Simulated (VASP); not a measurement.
Level of theory: LDA (Ceperley-Alder, Perdew-Zunger), VASP's LDA PAW potentials (set 64) (plane waves; VASP).

VASP input:

### INCAR
```
EDIFF = 1E-6   ! SCF stop (eV)
ISIF = 2   ! forces and stress, cell fixed
ALGO = Normal   ! blocked Davidson
ENCUT = 300   ! plane-wave cut-off (eV)
SIGMA = 0.1
LCHARG = .FALSE.
LASPH = .TRUE.   ! aspherical one-centre terms
LMAXMIX = 4   ! l cut-off of mixed one-centre charges
SYSTEM = Cu3Sn
LREAL = .FALSE.   ! projection in real space or not
LWAVE = .FALSE.
PREC = Accurate
ISMEAR = -1   ! Fermi-Dirac
NELM = 100   ! most electronic steps
```

**POSCAR**
```
Cu3Sn
1
    0.0000000000     3.3240090000     3.3240090000
    3.3240090000     0.0000000000     3.3240090000
    3.3240090000     3.3240090000     0.0000000000
Sn Cu
1 3
Direct
  0.0000000000   0.0000000000   0.0000000000
  0.5000000000   0.5000000000   0.5000000000
  0.2500000000   0.2500000000   0.2500000000
  0.7500000000   0.7500000000   0.7500000000
```

**KPOINTS**
```
Automatic mesh
0
G
  7 7 7
0 0 0
```

POTCAR, in this order: Sn_d Cu (LDA.64 set). Program: vasp_std.

**Question.** What will the output report for the number of irreducible k-points (NKPTS), largest plane-wave count, number of space-group operations, FFT grid (NGX, NGY, NGZ)?

**Answer.** 
| Item | Value |
|---|---|
| number of irreducible k-points (NKPTS) | 20 |
| largest plane-wave count | 893 |
| number of space-group operations | 48 |
| FFT grid (NGX, NGY, NGZ) | 28 × 28 × 28 |

The structure was generated: Cu3Sn was put into an ordered model structure, which need not be its known phase. The cell was not relaxed at this level. The electron count is odd and the run is not spin-polarised, which forces a metal.
